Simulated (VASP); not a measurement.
Here is the system:

```xyz
5
Lattice="4.7819 0.0000 0.0000 0.0000 4.7819 0.0000 0.0000 0.0000 4.7819" Properties=species:S:1:pos:R:3 pbc="T T T"
Rb     0.0000     0.0000     0.0000
Pb     2.3909     2.3909     2.3909
F      0.0000     2.3909     2.3909
F      2.3909     0.0000     2.3909
F      2.3909     2.3909     0.0000
```

Calculation: PBEsol GGA, VASP's PBE PAW potentials (set 64) (plane waves; VASP). Run with 520 eV cut-off, 5×5×5 Γ-centred mesh, tetrahedra with Blöchl corrections, potentials Rb_sv Pb_d F.

Task: What does the run give for the energy per atom (σ→0)?

Result: 
```yaml
energy per atom (σ→0): -4.617 eV/atom
```

Only differences to runs with the same potentials and settings are physical.

The structure comes from a computed database's RbPbF3 entry (Pm-3m); how it stands against other phases isn't given here. It was relaxed first.
